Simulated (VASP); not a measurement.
Level of theory: LDA (Ceperley-Alder, Perdew-Zunger), VASP's LDA PAW potentials (set 64) (plane waves; VASP).

A VASP calculation is set up with these files.

### INCAR
```
SYSTEM = Os
PREC = Accurate
ENCUT = 300
EDIFF = 1E-6
NELM = 100
ALGO = Normal
LREAL = .FALSE.
LASPH = .TRUE.
ISMEAR = 0
SIGMA = 0.1
LMAXMIX = 6
LWAVE = .FALSE.
LCHARG = .FALSE.
ISIF = 2
```

**POSCAR**
```
Os
1
    2.7230030000     0.0000000000     0.0000000000
   -1.3615020000     2.3581900000     0.0000000000
    0.0000000000     0.0000000000     8.7612800000
Os
4
Direct
  0.0180190000  -0.0014300000  -0.0003100000
 -0.0098170000   0.0057300000   0.5059950000
  0.3234620000   0.6579430000   0.2480100000
  0.6683360000   0.3377570000   0.7463050000
```

### KPOINTS
```
Automatic mesh
0
G
7 7 2
0 0 0
```

POTCAR, in this order: Os (LDA.64 set). Program: vasp_std.

The run wrote:

OUTCAR:
```
 ion  position               nearest neighbor table
   1  0.018  0.999  1.000-   3 2.66   3 2.67   4 2.70   4 2.71   3 2.72   4 2.75
   2  0.990  0.006  0.506-   4 2.61   4 2.63   4 2.64   3 2.73   3 2.75   3 2.77
   3  0.323  0.658  0.248-   1 2.66   1 2.67   1 2.72   2 2.73   2 2.75   2 2.77
   4  0.668  0.338  0.746-   2 2.61   2 2.63   2 2.64   1 2.70   1 2.71   1 2.75
  LATTYP: Found a hexagonal cell.
 ALAT       =     2.7230030000
 C/A-ratio  =     3.2175065543
 Subroutine PRICEL returns:
 Original cell was already a primitive cell.
 Subroutine GETGRP returns: Found  1 space group operations
The static configuration has the point symmetry C_1 .
The dynamic configuration has the point symmetry C_1 .
 Subroutine INISYM returns: Found  1 space group operations
 Subroutine IBZKPT returns following result:
 Found     50 irreducible k-points:

 Following reciprocal coordinates:
            Coordinates               Weight
  0.000000  0.000000  0.000000      1.000000
  0.142857  0.000000  0.000000      2.000000
  0.000000  0.142857  0.000000      2.000000
 -0.142857  0.142857  0.000000      2.000000
  0.285714  0.000000  0.000000      2.000000
  0.000000  0.285714  0.000000      2.000000
...
```

**OSZICAR**
```
       N       E                     dE             d eps       ncg     rms          rms(c)
DAV:   1     0.113943090859E+03    0.11394E+03   -0.11242E+04  2216   0.959E+02
DAV:   2    -0.406688011257E+02   -0.15461E+03   -0.14306E+03  2216   0.356E+02
DAV:   3    -0.527518265117E+02   -0.12083E+02   -0.11548E+02  2996   0.701E+01
DAV:   4    -0.531716486385E+02   -0.41982E+00   -0.38508E+00  2652   0.124E+01
DAV:   5    -0.531975354603E+02   -0.25887E-01   -0.25732E-01  2644   0.180E+00    0.515E+01
DAV:   6    -0.506444371887E+02    0.25531E+01   -0.35823E+00  2328   0.129E+01    0.233E+01
DAV:   7    -0.500237108130E+02    0.62073E+00   -0.24992E+00  2736   0.107E+01    0.183E+00
DAV:   8    -0.499872610844E+02    0.36450E-01   -0.32047E-01  3192   0.462E+00    0.939E-01
DAV:   9    -0.499732191562E+02    0.14042E-01   -0.30247E-02  2976   0.144E+00    0.273E-01
DAV:  10    -0.499732285134E+02   -0.93572E-05   -0.82693E-03  2996   0.692E-01    0.224E-01
DAV:  11    -0.499726106855E+02    0.61783E-03   -0.39411E-03  3072   0.485E-01    0.689E-02
DAV:  12    -0.499726105568E+02    0.12870E-06   -0.24442E-04  2868   0.126E-01    0.510E-02
DAV:  13    -0.499726062369E+02    0.43200E-05   -0.91343E-05  3100   0.755E-02    0.387E-02
DAV:  14    -0.499725980675E+02    0.81693E-05   -0.48140E-05  3200   0.523E-02    0.175E-02
DAV:  15    -0.499725955584E+02    0.25092E-05   -0.77591E-06  2484   0.241E-02    0.116E-02
DAV:  16    -0.499725955382E+02    0.20214E-07   -0.48245E-07  1224   0.621E-03
   1 F= -.49972596E+02 E0= -.49961738E+02  d E =-.217144E-01
```

### OUTCAR
```
------------------------ aborting loop because EDIFF is reached ----------------------------------------
  FORCE on cell =-STRESS in cart. coord.  units (eV):
  Direction    XX          YY          ZZ          XY          YZ          ZX
  --------------------------------------------------------------------------------------
  Total       -3.2310131     -3.1258516     -4.9052314     -0.0987089      0.0276313     -0.0725460
  in kB      -92.0141936    -89.0193596   -139.6933113     -2.8110744      0.7868960     -2.0659970
  external PRESSURE =    -106.9089548 kB  Pullay stress =       0.0000000 kB
  volume of cell :       56.26
      direct lattice vectors                 reciprocal lattice vectors
     2.723003000  0.000000000  0.000000000     0.367241608  0.212027099  0.000000000
    -1.361502000  2.358190000  0.000000000     0.000000000  0.424054041  0.000000000
     0.000000000  0.000000000  8.761280000     0.000000000  0.000000000  0.114138573
 POSITION                                       TOTAL-FORCE (eV/Angst)
 -----------------------------------------------------------------------------------
     -1.31049      2.35482      8.75856        -0.371262     -0.008309      0.021082
      2.68847      0.01351      4.43316         0.214818     -0.090299     -1.005954
     -0.01500      1.55155      2.17289         0.195203      0.163978      0.211155
      1.36002      0.79650      6.53859        -0.038759     -0.065370      0.773717
 -----------------------------------------------------------------------------------
    total drift:                               -0.000034     -0.000007     -0.000196
  FREE ENERGIE OF THE ION-ELECTRON SYSTEM (eV)
  ---------------------------------------------------
  free  energy   TOTEN  =       -49.9725955382 eV

  energy  without entropy=      -49.9508810962  energy(sigma->0) =      -49.96173832
```
(Selected blocks of OUTCAR.)

### OUTCAR
```
 val. band max:        9.1302212060   @ k =   0.2857   0.0000   0.0000

 cond. band min:       9.1494755010   @ k =  -0.2857   0.4286   0.0000


 Fermi energy:         9.1352530974

 k-point     1 :       0.0000    0.0000    0.0000
  band No.  band energies     occupation
      1      -1.5199      2.00000
      2       0.7593      2.00000
      3       0.8976      2.00000
      4       1.5825      2.00000
      5       5.4205      2.00000
      6       5.8471      2.00000
      7       5.9869      2.00000
      8       5.9927      2.00000
      9       6.0357      2.00000
     10       6.0678      2.00000
     11       6.3415      2.00000
     12       6.6700      2.00000
     13       6.6904      2.00000
     14       6.7849      2.00000
     15       6.8257      2.00000
     16       8.3976      2.00000
     17       8.4949      2.00000
     18       9.2398      0.13939
     19       9.2619      0.07324
     20       9.3416      0.00353

 k-point     2 :       0.1429    0.0000    0.0000
  band No.  band energies     occupation
      1      -0.7155      2.00000
      2       1.4771      2.00000
      3       1.6113      2.00000
      4       2.2852      2.00000
      5       4.6869      2.00000
      6       5.2277      2.00000
      7       5.4310      2.00000
      8       5.5112      2.00000
      9       5.8593      2.00000
     10       6.4737      2.00000
     11       6.6098      2.00000
     12       6.8626      2.00000
     13       7.0606      2.00000
     14       7.2174      2.00000
     15       7.3442      2.00000
     16       7.4410      2.00000
     17       7.8902      2.00000
     18       8.0883      2.00000
     19       9.4832      0.00000
     20      10.1073      0.00000

 k-point     3 :       0.0000    0.1429    0.0000
  band No.  band energies     occupation
      1      -0.7133      2.00000
      2       1.4780      2.00000
      3       1.6137      2.00000
      4       2.2982      2.00000
      5       4.6693      2.00000
...
```

At this cut-off the stress carries a Pulay error, which pulls relaxed volumes low. Unless said otherwise, spin-orbit coupling is left out, though it shifts the bands of the heavy elements here.

The structure was generated: Os was put into an ordered model structure, which need not be its known phase. The cell was not relaxed at this level, atoms are displaced from their ideal sites. The k-mesh is coarse (spacing up to 0.38 per Å, 2π included), so the numbers may not be converged in it. The run is one of a series of settings (GGA removed, POTCAR Os (LDA.64 set) against the base run), some of them coarse on purpose. VASP warned that the highest band is occupied, so more bands are needed.
